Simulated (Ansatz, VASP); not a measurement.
**Ta4N (N/Ta(110)) in two plane-wave programs**

Aim: how closely do two programs agree when they are given the same cell, functional and k mesh? Of the first pair: The structure shown is the start of the Ansatz relaxation below; VASP solves that cell, so the two are compared at the walk's first step.

Main program and level: Ansatz 0.2.0; plane waves, with VASP 6.6.1 beside it; single point at PBE.

### 1. The starting structure

The cell holds 5 atoms: 4 Ta and 1 N. Its edges and angles: a = 2.867 Å, b = 2.867 Å, c = 26.838 Å, α = 90.0°, β = 90.0°, γ = 70.5°. Vacuum lies along c.

### 2. Ansatz: relaxation, PBE

Ansatz runs on its default PAW (the set named soft_2) files.

The two programs are compared at the cell with which this relaxation starts, whose forces are those of its first step.

The input, input.yaml:

```yaml
crystal:
  lattice:
    - [2.3405234457, -1.655, 0.0]
    - [2.3405234457, 1.655, 0.0]
    - [0.0, 0.0, 26.8377284103]
  atoms:
    - { symbol: Ta, position: [0.0, 0.0, 0.3353487994] }
    - { symbol: Ta, position: [0.5, 0.5, 0.4225589913] }
    - { symbol: Ta, position: [0.0, 0.0, 0.5098585475] }
    - { symbol: Ta, position: [0.5, 0.5, 0.5936716007] }
    - { symbol: "N", position: [0.84, 0.84, 0.6646512006] }
kpoints:
  mp_grid: { grid: [12, 12, 1] }
hamiltonian:
  xc: pbe
scf:
  occupations: { method: fermi_dirac, width: 0.1 }
  convergence: { dr2_threshold: 1.0e-08 }
efield:
  axis: 3
  dipole_correction: true
  ramp_position: 0.97
  ramp_width: 0.06
relax:
  f_tol: 0.02
  max_steps: 60
  constraints: [{ sites: [0, 1] }]
output:
  write_potential: true
  write_density: true
  volumetric_format: npy
```

Started as:

```
ansatz run input.yaml --threads 4 --pin off --max-ram 6144MiB --backend cpu --events-out ev --progress --plain --runs-dir out
```

Numbers of over 12 decimals in the logs are rounded to 6 here.

Output:

```text
Engine: ansatz 0.2.0, x86_64-unknown-linux-gnu
Pseudopotentials: kind: paw
Pseudopotential: Ta, paw, valence charge 13, recommended cutoff 420 eV (normal), Ta.paw.azcp
Pseudopotential: N, paw, valence charge 5, recommended cutoff 420 eV (normal), N.paw.azcp
Functional definition: PBE
  parameter kappa = 0.804
  parameter beta = 0.066725
  exchange = pbe_x(kappa = kappa, mu = beta*pi^2/3)
  correlation = pbe_c(beta = beta)
Crystal: 5 atoms, lattice volume = 207.915 Å³
Basis set: ecut = 420 eV, 4067 PW (Γ), exchange–correlation on 40×40×360 points (8 copies of the dense FFT grid, shifted against one another)
Bands: 35, of which v1, the nominal top of the filled ones, is band 29 counted from 1 (28 counted from 0)
Symmetry: 2 space group operations
Space group: Cm (ITA 8), of the structure as read, at distance tolerance 5.9e-5 Å
k-points: 43 of 144 (time reversal used)
Non-local potential: Ta, projectors of the file, l = 0: 3, l = 1: 2, l = 2: 2, l = 3: 1
Non-local potential: N, projectors of the file, l = 0: 2, l = 1: 2, l = 2: 1
PAW form: soft (Blöchl's): semilocal exchange-correlation on the pseudo side does not see the compensation charge
PAW one-centre angular grid: Ta, 590 points (default); XC on 64 Gauss nodes
PAW one-centre angular grid: N, 110 points (default); XC on 64 Gauss nodes
Initial density: superposition of atomic densities (neutral atoms: chi_scale 0, normalization atom), corrected by the library's trained network
Initial wavefunctions: pseudopotential atomic-orbital guess
Functional: x = pbe(κ = 0.804, μ = 0.219515), c = pbe(β = 0.066725)
SCF iter   1: F=—  HF=-40108.693310 eV  |F-HF|=—  |Δ(HF+E_count)|=         —  Δρ=1.25e-2  dr2=6.44e0  ethr=1.77e-3  p=-0.143 e·Å  D=-1.25e-1 V/Å  ΔV_dip=3.35 eV  dr2_dipole=8.87e-1  V_vac-E_F(+/−)=8.53/5.18 eV  ⟨swp⟩=8.5  Hψ=7807  notcnv=0
efield: sawtooth ramp at fractional position 0.9700 (set: `efield.ramp_position`, or a place that a band, a saddle search or an elastic batch's reference lends), width 0.0600; the density the first Hamiltonian is built on has a dipole p = -0.143 e·Å; the dipole correction subtracts the counter field D = -1.25e-1 V/Å, which shifts the + side's vacuum level by +3.35 eV against the − side's; the planar-averaged density in the ramp window peaks in size at 2.5e-5 e/Å³
preconditioner: auto → LDOS  [metal: Δε(μ)=0.028 eV  Ē_g=4.675 eV  σ=0.100 eV  W_gap=0.07  n_scr=18 (ndim 8)  ℏωp=12.9 eV  f_vac=0.542  D(μ)=5.32/eV (n_scr^D=18)  β→1.0]
SCF iter   2: F=—  HF=-40108.553693 eV  |F-HF|=—  |Δ(HF+E_count)|=   1.40e-1  Δρ=3.10e-3  dr2=9.60e-2  ethr=1.77e-3  p=-0.138 e·Å  D=-1.20e-1 V/Å  ΔV_dip=3.23 eV  dr2_dipole=5.39e-3  V_vac-E_F(+/−)=8.02/4.79 eV  ⟨swp⟩=2.1  Hψ=1997  notcnv=0
SCF iter   3: F=—  HF=-40108.553597 eV  |F-HF|=—  |Δ(HF+E_count)|=   9.52e-5  Δρ=6.96e-4  dr2=4.92e-3  ethr=1.68e-4  p=-0.140 e·Å  D=-1.22e-1 V/Å  ΔV_dip=3.27 eV  dr2_dipole=3.49e-6  V_vac-E_F(+/−)=8.08/4.81 eV  ⟨swp⟩=1.4  Hψ=1597  notcnv=0
SCF iter   4: F=—  HF=-40108.553607 eV  |F-HF|=—  |Δ(HF+E_count)|=   9.53e-6  Δρ=1.61e-4  dr2=6.48e-5  ethr=8.63e-6  p=-0.141 e·Å  D=-1.22e-1 V/Å  ΔV_dip=3.28 eV  dr2_dipole=2.62e-7  V_vac-E_F(+/−)=8.08/4.80 eV  ⟨swp⟩=2.0  Hψ=1990  notcnv=0
SCF iter   5: F=—  HF=-40108.553654 eV  |F-HF|=—  |Δ(HF+E_count)|=   4.72e-5  Δρ=5.45e-5  dr2=1.40e-5  ethr=1.14e-7  p=-0.141 e·Å  D=-1.23e-1 V/Å  ΔV_dip=3.29 eV  dr2_dipole=8.25e-7  V_vac-E_F(+/−)=8.08/4.79 eV  ⟨swp⟩=3.7  Hψ=3383  notcnv=0
SCF iter   6: F=—  HF=-40108.553657 eV  |F-HF|=—  |Δ(HF+E_count)|=   2.69e-6  Δρ=1.50e-5  dr2=8.63e-7  ethr=2.46e-8  p=-0.141 e·Å  D=-1.23e-1 V/Å  ΔV_dip=3.29 eV  dr2_dipole=2.76e-8  V_vac-E_F(+/−)=8.08/4.79 eV  ⟨swp⟩=2.1  Hψ=2055  notcnv=0
SCF iter   7: F=—  HF=-40108.553521 eV  |F-HF|=—  |Δ(HF+E_count)|=   1.36e-4  Δρ=5.06e-6  dr2=8.79e-8  ethr=1.51e-9  p=-0.141 e·Å  D=-1.23e-1 V/Å  ΔV_dip=3.29 eV  dr2_dipole=5.55e-10  V_vac-E_F(+/−)=8.08/4.79 eV  ⟨swp⟩=3.1  Hψ=3034  notcnv=0
SCF iter   8: F=-40108.553521 eV  HF=-40108.553521 eV  |F-HF|=1.82e-8  |Δ(HF+E_count)|=   9.56e-8  Δρ=1.52e-6  dr2=4.11e-9  ethr=1.75e-11  p=-0.141 e·Å  D=-1.23e-1 V/Å  ΔV_dip=3.29 eV  dr2_dipole=7.74e-11  V_vac-E_F(+/−)=8.08/4.79 eV  ⟨swp⟩=12.0  Hψ=12168  notcnv=0
SCF 1 converged in 8 iterations: F = -40108.553521 eV  dr2 = 4.11e-9
  greatest PAW one-centre occupation: 0.999 electrons in one spin orbital (limit 2), on the Ta atom at site 2 (counted from 0), in its partial waves of l = 0
relax step   1: F+E_penalty+E_count = -40108.55352093 eV  Δ(F+E_penalty+E_count) = +0.000e0 eV  max|allowed force component| = 4.396e0 eV/Å  Δτ_max = 0.0000 Å  (8 SCF iters, accepted)
[...]
relax step   6: F+E_penalty+E_count = -40112.48808691 eV  Δ(F+E_penalty+E_count) = -4.805e-2 eV  max|allowed force component| = 1.297e-1 eV/Å  Δτ_max = 0.1093 Å  (9 SCF iters, accepted)
[...]
relax step   7: F+E_penalty+E_count = -40112.48962689 eV  Δ(F+E_penalty+E_count) = -1.540e-3 eV  max|allowed force component| = 2.953e-2 eV/Å  Δτ_max = 0.0520 Å  (7 SCF iters, accepted)
[...]
relax step   8: F+E_penalty+E_count = -40112.48983824 eV  Δ(F+E_penalty+E_count) = -2.113e-4 eV  max|allowed force component| = 5.685e-3 eV/Å  Δτ_max = 0.0131 Å  (6 SCF iters, accepted)
NSCF: frozen V_eff on 43 k-points
the band table was solved once a step of the walk had ended and its energy, with any forces and stress, was formed, with the checks that follow a solve (7442 applications of the Hamiltonian). They found nothing against the state; the energy, forces and stress were not computed again (output.eigenvalues in the input reference)
SCF converged after 6 iterations
Free energy (F): -40112.489838 eV
Harris-Foulkes:  -40112.489838 eV  (|F-HF|=6.49e-9)
Internal energy: -40112.334296 eV  (E = F + TS)
E sigma→0 (E₀):  -40112.412067 eV
Entropy (-TS):   -0.155542 eV (-31.108 meV/atom)
Fermi energy:    3.676307 eV
Dipole field:    D = -0.027465 V/Å  (p = -0.031558 e·Å, saw-weighted, corrected)
Work function:   Φ+ = 5.5482 eV   Φ− = 4.8111 eV
Levels:          The Fermi level and band energies are counted from a zero that moves with the ramp; work functions are not
--- Per-component energies (eV) ---
  E_band       = -1234.330231
  E_kinetic    = 1593.301101
  E_local      = -69670.920128  (includes V_loc(G=0)·N_el)
  E_nonlocal   = 106.191496
  E_hartree    = 34049.800212
  E_xc         = -932.346034
  E_vxc        = -890.314839  (∫ρ·V_xc dr)
  E_paw        = -33714.169372  (= ΣΔE_a)
  E_vpaw       = -471.425509  (= ΣTr[D̂ρ^β])
  E_aug_tail   = 0.000654  (compensation charges beyond the density's cutoff)
  E_efield     = 0.000433  (sawtooth field / dipole correction)
  E_vefield    = -0.762810  (∫n·V_field dr)
  E_ewald      = 28455.807341
  E_smearing   = -0.155542  (= −TS)
  E_closure    = -0.000000  (closes the sum)
  Σ components = -40112.489838   (vs F -40112.489838, Δ=0.00e0)
--- Forces (eV/Å), atoms counted from 1 ---
  atom   1  Ta     0.01072754    -0.00000000     0.37378387
  atom   2  Ta    -0.00526002    -0.00000000    -0.37919664
  atom   3  Ta    -0.00568474     0.00000000     0.00167325
  atom   4  Ta    -0.00240666    -0.00000000     0.00118110
  atom   5  N      0.00261725    -0.00000000     0.00252140
  max |Σ_I F_I| component: 3.70e-5 eV/Å
--- Band table (eV; the first three rows and the last of 43) ---
  k-point 0: bands = [... 25 lower, 2.9878, 3.3465, 3.8055, 4.1678, 4.2611, 4.4989, 5.0579, 6.1116, ... 2 higher]
  k-point 1: bands = [... 25 lower, 2.9988, 3.2924, 3.7650, 4.0297, 4.2204, 4.3920, 5.0882, 6.1204, ... 2 higher]
  k-point 2: bands = [... 25 lower, 2.9703, 3.0946, 3.5445, 3.6629, 3.7627, 4.7918, 5.2003, 6.1407, ... 2 higher]
  k-point 42: bands = [... 25 lower, 2.7440, 3.2789, 4.6380, 4.8170, 5.6762, 5.9458, 6.2775, 7.1628, ... 2 higher]
--- Relaxed structure (8 steps of the walk, 8 accepted, 0 SCFs on fresh bases) ---
  F+E_penalty+E_count = -40112.48983824 eV   max|allowed force component| = 5.685e-3 eV/Å
  atoms:
    - { symbol: Ta, position: [0.0, 0.0, 0.3353487994] }
    - { symbol: Ta, position: [0.5, 0.5, 0.4225589913] }
    - { symbol: Ta, position: [-0.00283788, -0.00283788, 0.508748] }
    - { symbol: Ta, position: [0.473328, 0.473328, 0.601669] }
    - { symbol: N, position: [0.847057, 0.847057, 0.635147] }
```

In the SCF lines HF is the Harris–Foulkes energy and dr2 the Hartree energy of the density residual, in eV; the loop may stop once dr2 is under the threshold and the program's other checks hold. Hψ counts applications of the Hamiltonian.

### 3. VASP: single point, PBE, start cell, pair 1

The same cell, functional, mesh and smearing now go to VASP, with its own data sets.

Lines of VASP's logs that name or quote its potential files are left out, and so is its time.

The input, INCAR:

```
SYSTEM = Ta4N
PREC = Accurate
ENCUT = 520
EDIFF = 1E-06
NELM = 120
ISMEAR = -1
SIGMA = 0.1
LREAL = .FALSE.
ALGO = Normal
GGA = PE
NBANDS = 30
LASPH = .TRUE.
LORBIT = 11
LWAVE = .FALSE.
LCHARG = .FALSE.
ISIF = 2
LDIPOL = .TRUE.
IDIPOL = 3
DIPOL = 0.5 0.5 0.506
LVHAR = .TRUE.
GGA_COMPAT = .FALSE.
NELMDL = -8
KPAR = 2
```

The input, POSCAR:

```
Ta4N
1.0
    2.3405234457     -1.6550000000      0.0000000000
    2.3405234457      1.6550000000      0.0000000000
    0.0000000000      0.0000000000     26.8377284103
Ta N
4 1
Direct
    0.0000000000      0.0000000000      0.3353487994
    0.4999999048      0.4999999048      0.4225589747
    0.0000000000      0.0000000000      0.5098585391
    0.4999999048      0.4999999048      0.5936715938
    0.8399999169      0.8399999169      0.6646511853
```

The input, KPOINTS:

```
Automatic mesh
0
Gamma
12 12 1
0 0 0
```

The projector-augmented-wave data sets are Ta_pv and N (PBE family, release 64).

Started as:

```
mpirun -np 2 vasp_std
```

Output:

```text
[banner, memory and clock lines left out]
running    2 mpi-ranks, on    1 nodes
 distrk:  each k-point on    1 cores,    2 groups
 distr:  one band on    1 cores,    1 groups

 POSCAR found type information on POSCAR TaN
 POSCAR found :  2 types and       5 ions
 LDA part: xc-table for (Slater+PW92), standard interpolation
 POSCAR, INCAR and KPOINTS ok, starting setup
 FFT: planning ... GRIDC
 FFT: planning ... GRID_SOFT
 FFT: planning ... GRID
 WAVECAR not read
 entering main loop
       N       E                     dE             d eps       ncg     rms          rms(c)
DAV:   1     0.386349938589E+03    0.38635E+03   -0.27201E+04  3284   0.142E+03
DAV:   2    -0.334013356640E+02   -0.41975E+03   -0.41174E+03  3174   0.372E+02
DAV:   3    -0.545781405475E+02   -0.21177E+02   -0.19985E+02  3244   0.715E+01
DAV:   4    -0.557125712135E+02   -0.11344E+01   -0.10870E+01  3492   0.145E+01
DAV:   5    -0.557513495315E+02   -0.38778E-01   -0.38606E-01  3702   0.245E+00
DAV:   6    -0.557523815709E+02   -0.10320E-02   -0.10311E-02  3612   0.359E-01
DAV:   7    -0.557524305408E+02   -0.48970E-04   -0.48953E-04  3710   0.665E-02
DAV:   8    -0.557524335117E+02   -0.29709E-05   -0.29700E-05  3132   0.126E-02    0.269E+01
DAV:   9    -0.215571105244E+03   -0.15982E+03   -0.14105E+03  4400   0.150E+02    0.593E+01
DAV:  10    -0.441849943623E+02    0.17139E+03   -0.10037E+03  4414   0.643E+01    0.271E+01
DAV:  11    -0.521305510798E+02   -0.79456E+01   -0.18134E+02  3720   0.424E+01    0.116E+01
DAV:  12    -0.600053498068E+02   -0.78748E+01   -0.75740E+01  3630   0.380E+01    0.137E+01
DAV:  13    -0.538783748986E+02    0.61270E+01   -0.41404E+01  3594   0.228E+01    0.108E+01
DAV:  14    -0.515162176904E+02    0.23622E+01   -0.11179E+01  3712   0.145E+01    0.600E+00
[...]
DAV:  32    -0.511919580428E+02   -0.13844E-04   -0.25122E-05  3092   0.191E-02    0.987E-03
DAV:  33    -0.511919634196E+02   -0.53768E-05   -0.13537E-05  2876   0.142E-02    0.386E-03
DAV:  34    -0.511919782522E+02   -0.14833E-04   -0.20770E-06  2348   0.638E-03    0.218E-03
DAV:  35    -0.511919880466E+02   -0.97944E-05   -0.86221E-07  2096   0.322E-03    0.286E-03
DAV:  36    -0.511919942672E+02   -0.62206E-05   -0.77542E-07  1990   0.319E-03    0.976E-04
DAV:  37    -0.511919969991E+02   -0.27319E-05   -0.28795E-07  1842   0.176E-03    0.737E-04
DAV:  38    -0.511919985843E+02   -0.15852E-05   -0.10548E-07  1732   0.131E-03    0.426E-04
DAV:  39    -0.511919993115E+02   -0.72716E-06   -0.60879E-08  1620   0.961E-04
   1 F= -.51191999E+02 E0= -.51097217E+02  d E =-.189564E+00
```

From OUTCAR (step 3):

```text
ion  position               nearest neighbor table
   1  0.000  0.000  0.335-   2 2.87   2 2.87   2 3.31   2 3.31
   2  0.500  0.500  0.423-   1 2.87   1 2.87   3 2.87   3 2.87   1 3.31   1 3.31   3 3.31   3 3.31

  LATTYP: Found a base centered orthorhombic cell.
 ALAT       =     3.3100000000
 B/A-ratio  =     1.4142135624
 C/A-ratio  =     8.1080750484

 Subroutine GETGRP returns: Found  2 space group operations
 (whereof  2 operations were pure point group operations)

The static configuration has the point symmetry C_1h.

 Found     43 irreducible k-points:

   k-points           NKPTS =     43   k-points in BZ     NKDIM =     43   number of bands    NBANDS=     30

   dimension x,y,z NGX =    24 NGY =   24 NGZ =  200
   dimension x,y,z NGXF=    48 NGYF=   48 NGZF=  400

   ENCUT  =  520.0 eV  38.22 Ry    6.18 a.u.   5.33  5.33 49.90*2*pi/ulx,y,z

   NELECT =      49.0000    total number of electrons

 k-points in reciprocal lattice and weights: Automatic mesh
   0.00000000  0.00000000  0.00000000       0.007
   0.08333333  0.00000000  0.00000000       0.028
   0.16666667  0.00000000  0.00000000       0.028
   0.25000000  0.00000000  0.00000000       0.028
   0.33333333 -0.00000000  0.00000000       0.028
   0.41666667  0.00000000  0.00000000       0.028
   0.50000000  0.00000000  0.00000000       0.014
   0.08333333  0.08333333  0.00000000       0.014
   0.16666667  0.08333333  0.00000000       0.028
[...]
-0.41666667  0.41666667  0.00000000       0.014
   0.50000000  0.50000000  0.00000000       0.007

 dipolmoment           0.000000      0.000000      0.141186 electrons x Angstroem

 average (electrostatic) potential at core
       1 -44.3231       2 -43.8859       3 -43.7583       4 -44.3503       5 -70.8117

 E-fermi :  -1.8685

 k-point     1 :       0.0000    0.0000    0.0000
  band No.  band energies     occupation
    ...
     18      -3.4306      2.00000
     19      -3.0322      1.99998
     20      -2.6445      1.99915
     21      -2.2826      1.96868
     22      -2.2147      1.93920
     23      -1.6027      0.13102
     24      -1.5594      0.08700
     25      -1.2306      0.00339
     26      -1.0111      0.00038
     27      -0.9916      0.00031
    ...

 k-point     2 :       0.0833    0.0000    0.0000
  band No.  band energies     occupation
    ...
     19      -3.0339      1.99998
     20      -2.6938      1.99948
     21      -2.3253      1.97945
     22      -2.2265      1.94574
     23      -1.7979      0.66078
     24      -1.6091      0.13899
     25      -1.3594      0.01223
     26      -1.2521      0.00420
     27      -1.0278      0.00045
     28      -0.8162      0.00005
    ...

 k-point     3 :       0.1667    0.0000    0.0000
  band No.  band energies     occupation
    ...
     21      -2.5296      1.99731
     22      -2.2846      1.96931
     23      -2.1346      1.86940
     24      -1.9416      1.34983
     25      -1.8046      0.69078
     26      -1.6528      0.20738
     27      -1.0238      0.00043
     28      -0.6383      0.00001
     29      -0.0895      0.00000
     30       0.9053      0.00000

  Total       -3.8152269     -3.3711533     -6.6662759      0.0000000      0.0000000     -0.9256618
  in kB      -29.3997887    -25.9777981    -51.3697107      0.0000000      0.0000000     -7.1330650
  external PRESSURE =     -35.5824325 kB  Pullay stress =       0.0000000 kB

  energy-cutoff  :      520.00
  volume of cell :      207.92
      direct lattice vectors                 reciprocal lattice vectors
     2.340523446 -1.655000000  0.000000000     0.213627426 -0.302114804  0.000000000
     2.340523446  1.655000000  0.000000000     0.213627426  0.302114804  0.000000000
     0.000000000  0.000000000 26.837728410     0.000000000  0.000000000  0.037260978

 POSITION                                       TOTAL-FORCE (eV/Angst)
 -----------------------------------------------------------------------------------
      0.00000      0.00000      9.00000         0.006866      0.000000      0.397480
      2.34052      0.00000     11.34052         0.007374      0.000000     -0.425158
      0.00000      0.00000     13.68345         0.058294      0.000000     -0.592510
      2.34052      0.00000     15.93280         0.301519      0.000000      4.382614
      3.93208      0.00000     17.83773        -0.374054      0.000000     -3.762426
 -----------------------------------------------------------------------------------
    total drift:                               -0.000119      0.000000      0.000063

  FREE ENERGIE OF THE ION-ELECTRON SYSTEM (eV)
  ---------------------------------------------------
  free  energy   TOTEN  =       -51.1919993115 eV

  energy  without entropy=      -51.0024350615  energy(sigma->0) =      -51.09721719

 vacuum level on the upper side and lower side of the slab         6.214         2.917

 total charge
# of ion       s       p       d       tot
------------------------------------------
    1        0.374   6.089   2.359   8.822
    2        0.369   6.171   2.370   8.910
    3        0.374   6.186   2.390   8.950
    4        0.348   6.165   2.266   8.779
    5        1.363   1.940   0.000   3.303
--------------------------------------------------
tot          2.828  26.550   9.386  38.764

[... 3 further parts left out ...]
```

### 4. Differences

Known differences besides the potentials themselves: the data sets hold 57 valence electrons in Ansatz (on its default PAW (the set named soft_2) files) and 49 in VASP; the cutoff is 420 eV in Ansatz and 520 eV in VASP. Total energies have different zeros and are not compared.

Forces (eV/Å; atoms numbered as in POSCAR):

```tsv
atom	Ansatz x, y, z	VASP x, y, z
Ta1	0.007, 0.000, 0.399	0.007, 0.000, 0.397
Ta2	0.007, 0.000, -0.418	0.007, 0.000, -0.425
Ta3	0.058, 0.000, -0.597	0.058, 0.000, -0.593
Ta4	0.304, 0.000, 4.396	0.302, 0.000, 4.383
N5	-0.377, 0.000, -3.780	-0.374, 0.000, -3.762
```

The forces differ by 6.2 meV/Å r.m.s., which is 0.4 % of the r.m.s. force of 1.512 eV/Å (both taken over all components). With vacuum in the cell, a pressure given here is an average over mostly empty space and none of the material.

(Continued in part 2 of 2.)

[Lines on the potential files, build, host, timing and source positions are cut from VASP's logs without a mark.]

[Logs are printed without paths, hosts, clocks, repeated set-up lines and the standing remarks that a program may print on its own settings, such as how far it seeks lower states.]

[Hosts, paths, dates, database ids (printed as entryN), source tags and the programs' standing remarks are cut or masked in the printed files.]
